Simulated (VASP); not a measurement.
Consider the following.

```xyz
2
Lattice="2.9799 0.0000 0.0000 0.0000 2.9799 0.0000 0.0000 0.0000 2.9799" Properties=species:S:1:pos:R:3 pbc="T T T"
Ga     1.4899     1.4899     1.4899
Co     0.0000     0.0000     0.0000
```

All values below come from vdW-DF2, VASP's PBE PAW potentials (set 64) (plane waves; VASP). Settings: 520 eV cut-off, 12×12×12 Γ-centred mesh, first-order Methfessel-Paxton smearing of 0.10 eV, potentials Ga_d Co.

Task: Give the stress tensor in GPa (positive for a compressed cell).

Result: 
```
-3.57   0.00   0.00
 0.00  -3.57   0.00
 0.00   0.00  -3.57
```
The pressure is its mean diagonal, -3.57 GPa.

The compound is CoGa in the CsCl type structure. This cell is one point of a volume scan, at 1.03 of the reference volume. The run is not spin-polarised, so no magnetic state was tried.
